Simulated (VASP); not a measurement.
**H4C: single point with PBE**

H4C:

```
CELL_PARAMETERS angstrom
7.68347 0.00000 0.00000
0.00000 7.68347 0.00000
0.00000 0.00000 7.68347
ATOMIC_POSITIONS crystal
C 0.07678 0.19547 0.37292
C 0.06795 0.98134 0.92479
C 0.82987 0.63014 0.93180
C 0.57141 0.29039 0.06867
C 0.39036 0.67269 0.12356
C 0.88852 0.73221 0.40275
C 0.27251 0.52872 0.72345
C 0.58778 0.98263 0.61186
H 0.97842 0.29351 0.38397
H 0.17016 0.19875 0.47801
H 0.14721 0.20297 0.25537
H 0.02587 0.06060 0.38149
H 0.16693 0.01199 0.03119
H 0.09558 0.85254 0.90533
H 0.10437 0.04290 0.80712
H 0.93297 0.96282 0.95772
H 0.73507 0.66121 0.04360
H 0.87281 0.49672 0.92073
H 0.96117 0.67270 0.95374
H 0.77147 0.70118 0.80576
H 0.65884 0.40735 0.08238
H 0.65270 0.21023 0.15639
H 0.53952 0.25747 0.94133
H 0.44551 0.27549 0.11687
H 0.36472 0.74612 0.00605
H 0.54557 0.63897 0.08404
H 0.31592 0.55708 0.09103
H 0.36775 0.72459 0.26194
H 0.97453 0.62296 0.37108
H 0.91518 0.82071 0.30718
H 0.93826 0.77819 0.52819
H 0.74439 0.70052 0.44031
H 0.22291 0.66376 0.77566
H 0.37979 0.56433 0.64390
H 0.18186 0.47944 0.61708
H 0.31988 0.41846 0.80996
H 0.63076 0.10920 0.56346
H 0.69876 0.91669 0.67695
H 0.53679 0.91138 0.50810
H 0.48112 0.00653 0.70385
```

The cell was built by a generator and needn't be a form met in nature.

- Program: VASP 6.6.1
- Task: single point
- Functional: PBE
- Potentials or basis: VASP PAW PBE potentials, release 64 (C, H)
- Cutoff: 520 eV
- k mesh: 1 × 1 × 1
- Occupations: fermi-dirac, width 0.02 eV
- Spin: no spin polarisation

```
Pressure               : 0.9 GPa
Largest force          : 4.071 eV/Å
Band gap on the k mesh : 5.87 eV, direct
```

Forces on the atoms (eV/Å):
```
C   -0.016 -1.734  0.920
C    1.370  0.840  1.939
C   -1.282  1.509 -0.921
C    2.858  0.531  1.983
C    3.018 -0.630 -0.460
C   -1.219 -2.268  3.154
C   -1.293  0.357 -0.523
C    0.600  1.079  1.655
H   -0.545  0.450  0.102
H    0.317  0.479  0.506
H    0.602  0.349 -1.318
H   -0.292  0.584 -0.151
H   -1.407  0.284 -0.643
H    1.060 -2.811 -0.749
H   -0.223  1.047 -1.009
H   -0.607  1.210  0.340
H    1.532 -0.494 -1.072
H   -1.237 -1.015 -0.510
H    0.244  1.264  0.422
H    1.079 -1.647  1.876
H   -1.837 -0.168 -0.332
H   -0.169 -1.161 -0.986
H    1.028 -1.004 -2.297
H   -1.804  1.119  1.744
H   -0.502  1.393  0.383
H   -3.330  0.489  1.659
H   -0.043 -0.561  0.684
H    0.282 -0.248 -1.799
H   -0.559 -0.573  0.058
H   -0.254  2.172 -1.966
H    0.253  0.346 -0.039
H    1.859  0.153 -1.301
H    0.483 -2.338 -0.161
H    1.409  0.363 -0.544
H    0.244  0.222  1.286
H   -0.849  1.285 -0.309
H    0.153  0.131 -0.065
H   -0.535  0.227 -0.271
H   -0.508 -1.164 -1.472
H    0.123 -0.070  0.184
```

Stress tensor (GPa, compression positive):
```
-1.09  0.84 -0.86
 0.84  3.14  0.14
-0.86  0.14  0.75
```

Levels at points of the mesh, in eV from the valence-band top:
```csv
k point,band 30,band 31,band 32,band 33,band 34,band 35
"(0.00, 0.00, 0.00)",-0.88,-0.60,0.00,5.87,7.66,7.90
```

Run time: 48 s on 1 thread of Intel(R) Xeon(R) Platinum 8559C (Emerald Rapids), on a shared host, peak memory 0.45 GiB.

As with any semilocal functional, this PBE gap is likely too small.
